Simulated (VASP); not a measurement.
A VASP calculation is set up with these files.

KPOINTS:
```
Regular mesh
0
gamma
6 3 4
0 0 0
```

POSCAR:
```
Cd4TeSe3
8.7562230
  0.5002300027   0.0000000000   0.0000000000
  0.0000000000   1.0000000153   0.0000000000
  0.0000000000   0.0000000000   0.7027513131
Cd Te Se
4 1 3
Cart
  0.0000000000   0.2378064399   0.0062870734
  0.0000000000   0.7621935754   0.0062870734
  0.2501150013   0.0000000000   0.3565229843
  0.2501150013   0.5000000077   0.3334031961
  0.0000000000   0.5000000077   0.5285020277
  0.2501150013   0.2425427562   0.1758568628
  0.2501150013   0.7574572591   0.1758568628
  0.0000000000   0.0000000000   0.5255448862
```

### INCAR
```
LEFG  =  T
LORBIT  =  11   ! lm-projected
LMAXMIX  =  4   ! l cut-off of mixed one-centre charges
LWAVE  =  F
NEDOS  =  601   ! DOS grid
PREC  =  Accurate
LREAL  =  F
EDIFF  =  1E-7
LCHARG  =  T
SYSTEM  =  Cd4TeSe3
NELM  =  100   ! most electronic steps
ALGO  =  Normal
ENCUT  =  400
ISMEAR  =  -5
GGA  =  PS
ISIF  =  2
LASPH  =  T
```

POTCAR, in this order: Cd Te Se (PBE.64 set). Program: vasp_std.

Q: Translate this PBEsol calculation to Ansatz.

A: One equivalent input (not run):
Ansatz 0.2 input:
```yaml
crystal:
  lattice:
    - [4.3801255, 0.0000000, 0.0000000]
    - [0.0000000, 8.7562231, 0.0000000]
    - [0.0000000, 0.0000000, 6.1534472]
  atoms:
    - { symbol: Cd, position: [0.0000000, 0.2378064, 0.0089464] }
    - { symbol: Cd, position: [0.0000000, 0.7621936, 0.0089464] }
    - { symbol: Cd, position: [0.5000000, 0.0000000, 0.5073245] }
    - { symbol: Cd, position: [0.5000000, 0.5000000, 0.4744256] }
    - { symbol: Te, position: [0.0000000, 0.5000000, 0.7520470] }
    - { symbol: Se, position: [0.5000000, 0.2425428, 0.2502405] }
    - { symbol: Se, position: [0.5000000, 0.7574572, 0.2502405] }
    - { symbol: Se, position: [0.0000000, 0.0000000, 0.7478391] }
kpoints:
  mp_grid: { grid: [6, 3, 4] }
hamiltonian:
  xc: pbesol
  pseudopotentials: { kind: paw }
scf:
  occupations: { method: tetrahedron }
  max_iter: 100
output: { forces: true, stress: true, eigenvalues: true }
```
The two are equivalent in intent, not identical: each code has its own PAW files, so the cut-off isn't converted (ENCUT is set for VASP's; basis.ecutwfc is left out, and Ansatz then takes the one that its files recommend); Ansatz stops its SCF on the density residual and VASP on the energy change (EDIFF); the field gradients of LEFG aren't asked of the other code.

The structure comes from a computed database's Cd4TeSe3 entry (Pmm2); how it stands against other phases isn't given here. It was relaxed first, which changed the volume by -6 %.
